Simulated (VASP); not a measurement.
Output of a VASP run:

### OSZICAR
```
       N       E                     dE             d eps       ncg     rms          rms(c)
DAV:   1     0.125964088499E+02    0.12596E+02   -0.37300E+03   784   0.804E+02
DAV:   2     0.104349014257E+01   -0.11553E+02   -0.11406E+02  1088   0.112E+02
DAV:   3     0.885691929635E+00   -0.15780E+00   -0.15335E+00  1048   0.100E+01
DAV:   4     0.883745230875E+00   -0.19467E-02   -0.19464E-02  1200   0.136E+00
DAV:   5     0.883742030363E+00   -0.32005E-05   -0.32004E-05  1048   0.554E-02    0.590E+00
DAV:   6     0.870355771084E+00   -0.13386E-01   -0.30763E-03  1224   0.379E-01    0.356E+00
DAV:   7     0.862039017207E+00   -0.83168E-02   -0.81001E-03  1096   0.632E-01    0.598E-02
DAV:   8     0.861760447891E+00   -0.27857E-03   -0.61127E-04  1208   0.197E-01    0.195E-02
DAV:   9     0.861722579205E+00   -0.37869E-04   -0.39915E-05   800   0.488E-02    0.891E-03
DAV:  10     0.861712250828E+00   -0.10328E-04   -0.37960E-05  1176   0.533E-02    0.203E-03
DAV:  11     0.861711759139E+00   -0.49169E-06   -0.39956E-07   912   0.659E-03
   1 F= 0.86171176E+00 E0= 0.86170870E+00  d E =0.861712E+00
       N       E                     dE             d eps       ncg     rms          rms(c)
DAV:   1     0.825934840152E+00   -0.35777E-01   -0.65169E-01   896   0.812E+00    0.717E-01
DAV:   2     0.847589841370E+00    0.21655E-01   -0.22701E-02  1144   0.149E+00    0.381E-01
DAV:   3     0.856337643251E+00    0.87478E-02   -0.27713E-02  1160   0.158E+00    0.175E-01
DAV:   4     0.856346987704E+00    0.93445E-05   -0.25253E-04  1008   0.147E-01    0.815E-02
DAV:   5     0.856334261030E+00   -0.12727E-04   -0.66264E-05  1160   0.638E-02    0.563E-03
DAV:   6     0.856335982877E+00    0.17218E-05   -0.24316E-06   976   0.134E-02    0.168E-03
DAV:   7     0.856336219034E+00    0.23616E-06   -0.18966E-07   440   0.390E-03
   2 F= 0.85633622E+00 E0= 0.85626419E+00  d E =-.537554E-02
       N       E                     dE             d eps       ncg     rms          rms(c)
DAV:   1     0.838106780920E+00   -0.18229E-01   -0.35907E-01   896   0.606E+00    0.533E-01
DAV:   2     0.849998124685E+00    0.11891E-01   -0.12506E-02  1136   0.111E+00    0.283E-01
DAV:   3     0.854796565191E+00    0.47984E-02   -0.15213E-02  1160   0.118E+00    0.131E-01
DAV:   4     0.854799270418E+00    0.27052E-05   -0.13919E-04  1016   0.110E-01    0.607E-02
DAV:   5     0.854790434403E+00   -0.88360E-05   -0.35689E-05  1168   0.473E-02    0.413E-03
DAV:   6     0.854791768087E+00    0.13337E-05   -0.10694E-06   664   0.919E-03    0.117E-03
DAV:   7     0.854792008225E+00    0.24014E-06   -0.15164E-07   392   0.393E-03
   3 F= 0.85479201E+00 E0= 0.85468539E+00  d E =-.691975E-02
       N       E                     dE             d eps       ncg     rms          rms(c)
DAV:   1     0.854016177151E+00   -0.77559E-03   -0.15838E-02   896   0.127E+00    0.111E-01
DAV:   2     0.854539924181E+00    0.52375E-03   -0.54995E-04  1136   0.240E-01    0.592E-02
DAV:   3     0.854751077396E+00    0.21115E-03   -0.67006E-04  1160   0.249E-01    0.276E-02
DAV:   4     0.854749355892E+00   -0.17215E-05   -0.62194E-06  1008   0.232E-02    0.127E-02
DAV:   5     0.854747405751E+00   -0.19501E-05   -0.15501E-06  1032   0.997E-03    0.882E-04
DAV:   6     0.854747668407E+00    0.26266E-06   -0.40738E-08   400   0.197E-03
   4 F= 0.85474767E+00 E0= 0.85464022E+00  d E =-.696409E-02
```

### OUTCAR
```
------------------------ aborting loop because EDIFF is reached ----------------------------------------
  FORCE on cell =-STRESS in cart. coord.  units (eV):
  Direction    XX          YY          ZZ          XY          YZ          ZX
  --------------------------------------------------------------------------------------
  Total        0.0008952      0.0008952      0.0008952      0.0000000      0.0000000     -0.0000000
  in kB        0.0317457      0.0317457      0.0317457      0.0000000      0.0000000     -0.0000000
  external PRESSURE =       0.0317457 kB  Pullay stress =       0.0000000 kB
  volume of cell :       45.18
      direct lattice vectors                 reciprocal lattice vectors
    -2.243688143  2.243688143  2.243688143     0.000000000  0.222847369  0.222847369
     2.243688143 -2.243688143  2.243688143     0.222847369  0.000000000  0.222847369
     2.243688143  2.243688143 -2.243688143     0.222847369  0.222847369  0.000000000
 POSITION                                       TOTAL-FORCE (eV/Angst)
 -----------------------------------------------------------------------------------
      0.00000     -0.00000      0.00000        -0.000000      0.000000      0.000000
 -----------------------------------------------------------------------------------
    total drift:                               -0.000000     -0.000000      0.000000
  FREE ENERGIE OF THE ION-ELECTRON SYSTEM (eV)
  ---------------------------------------------------
  free  energy   TOTEN  =         0.8547476684 eV

  energy  without entropy=        0.8544253101  energy(sigma->0) =        0.85464022

 reached required accuracy - stopping structural energy minimisation
```
(Selected blocks of OUTCAR.)

**POSCAR**
```
Eu
1
   -2.2900000000     2.2900000000     2.2900000000
    2.2900000000    -2.2900000000     2.2900000000
    2.2900000000     2.2900000000    -2.2900000000
Eu
1
Direct
  0.0000000000   0.0000000000   0.0000000000
```

Problem. Reconstruct the remaining input files.

Solution. One answer among several that fit: the input of the run itself, vdW-DF2, plane waves, VASP's PBE PAW potentials (set 64).

File KPOINTS:
```
Automatic mesh
0
Gamma
10 10 10
0 0 0
```

INCAR:
```
SYSTEM = Eu
PREC = Accurate; ENCUT = 520; LREAL = .False.
LASPH = .True.
EDIFF = 1E-6; NELM = 100; ALGO = Normal
LMAXMIX = 6
ISMEAR = 1; SIGMA = 0.1
GGA = ML; LUSE_VDW = .True.; AGGAC = 0.0
ZAB_VDW = -1.8867
IBRION = 2; NSW = 60; ISIF = 3
EDIFFG = -0.01
LWAVE = .False.; LCHARG = .False.
```

POTCAR, in this order: Eu_2 (PBE.64 set). Program: vasp_std.

The 4f electrons are frozen in the core of the lanthanide potential, so 4f levels, which can set the real gap, and their magnetism are missing. Energy and stress use the plane-wave basis of the starting cell.

The compound is Eu in the bcc structure. This run relaxes it. Symmetry was kept, so distortions that lower it aren't found.
